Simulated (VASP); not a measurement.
Runs of VASP 6.6.1 on Hf. It takes space group P6_3/mmc (No. 194, hexagonal). The conventional cell has a = 3.192 Å, b = 3.192 Å, c = 5.045 Å, α = 90.00°, β = 90.00°, γ = 120.00°. Hf (site symmetry -6m2) has 12 Hf at 3.12 to 3.19 Å as nearest neighbours. 

```tsv
task	level	potentials or basis	cell	cutoff (eV)	gap on the mesh (eV)	pressure (GPa)	relaxed volume (Å³/atom)
relaxation of cell and atoms	PBEsol	VASP PAW PBE potentials, release 64 (Hf_pv)	relaxed	480	none	0.0	(a)
relaxation of cell and atoms	PBEsol	VASP PAW PBE potentials, release 64 (Hf_pv)	relaxed	300	none	0.0	(b)
relaxation of cell and atoms	LDA	VASP PAW LDA potentials, release 64 (Hf_pv)	relaxed	600	none	0.0	20.85
relaxation of cell and atoms	PBEsol	VASP PAW PBE potentials, release 64 (Hf_pv)	relaxed	600	none	0.0	21.54
relaxation of cell and atoms	PBE+D3(BJ)	VASP PAW PBE potentials, release 64 (Hf_pv)	relaxed	600	none	0.0	21.76
relaxation of cell and atoms	PBEsol	VASP PAW PBE potentials, release 64 (Hf)	relaxed	580	none	0.0	21.44
single point	PBEsol	VASP PAW PBE potentials, release 64 (Hf_pv)	as given	520	none	-3.6	-
relaxation of cell and atoms	PBE	VASP PAW PBE potentials, release 64 (Hf_pv)	relaxed	600	none	0.0	(c)
```

Alike in all rows: no spin polarisation; k mesh 15 × 15 × 8; smearing gaussian 0.1 eV.

Task: Fill in the values left out.

Result: (a) 21.53; (b) 21.49; (c) 22.45.

Caveats: the PAW data sets were made with another functional, which shifts forces and pressure a little (some runs); pairwise dispersion overbinds metals, which lowers pressure and volume (some runs).

A k mesh can miss the band edges, and the runs leave out spin-orbit coupling on Hf.

A gap of «none» marks a metal or a gap under the smearing width.

Not every run made on this cell is shown here.
